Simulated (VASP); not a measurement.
An input for Ansatz (written as the equivalent of a VASP run, and not itself run):

Ansatz 0.2 input:
```yaml
crystal:
  lattice:
    - [0.0000000, 3.0098727, 3.0098727]
    - [3.0098727, 0.0000000, 3.0098727]
    - [3.0098727, 3.0098727, 0.0000000]
  atoms:
    - { symbol: Cd, position: [0.0000000, 0.0000000, 0.0000000] }
    - { symbol: Te, position: [0.2500000, 0.2500000, 0.2500000] }
kpoints:
  mp_grid: { grid: [8, 8, 8] }
hamiltonian:
  xc: pbe
  pseudopotentials: { kind: paw }
scf:
  occupations: { method: gaussian, width: 0.05 }
  max_iter: 100
relax:
  max_steps: 40
  f_tol: 0.02
  cell: { p_target: 20 }
output: { forces: true, stress: true, eigenvalues: true }
```

Task: Translate this input to VASP (INCAR, KPOINTS, POSCAR, choice of POTCAR).

Result: This is not unique; one that fits is 
### KPOINTS
```
Automatic
0
G
  8 8 8
```

**INCAR**
```
# general
SYSTEM =CdTe
PREC   =Accurate
ENCUT  =500
LREAL  =.False.
LASPH  =.True.

# electronic loop
EDIFF  =1E-6
NELM   =100
ALGO   =Normal
LMAXMIX=4

# smearing
ISMEAR =0
SIGMA  =0.05

# functional
GGA    =PE

# ions
IBRION =2
NSW    =40
ISIF   =3
EDIFFG =-0.02
PSTRESS=200

# output
LWAVE  =.False.
LCHARG =.False.
```

File POSCAR:
```
CdTe
1.0
  0.0000000000   3.0098727348   3.0098727348
  3.0098727348   0.0000000000   3.0098727348
  3.0098727348   3.0098727348   0.0000000000
Cd Te
1 1
Direct
  0.0000000000   0.0000000000   0.0000000000
  0.2500000000   0.2500000000   0.2500000000
```

POTCAR, in this order: Cd Te (PBE.64 set). Program: vasp_std.

What does not carry over: each code has its own PAW files, so the cut-off isn't converted (ENCUT is set for VASP's; basis.ecutwfc is left out, and Ansatz then takes the one that its files recommend); Ansatz stops its SCF on the density residual and VASP on the energy change (EDIFF).

The compound is CdTe in the zinc blende structure. It was relaxed first under an external pressure of 20 GPa.
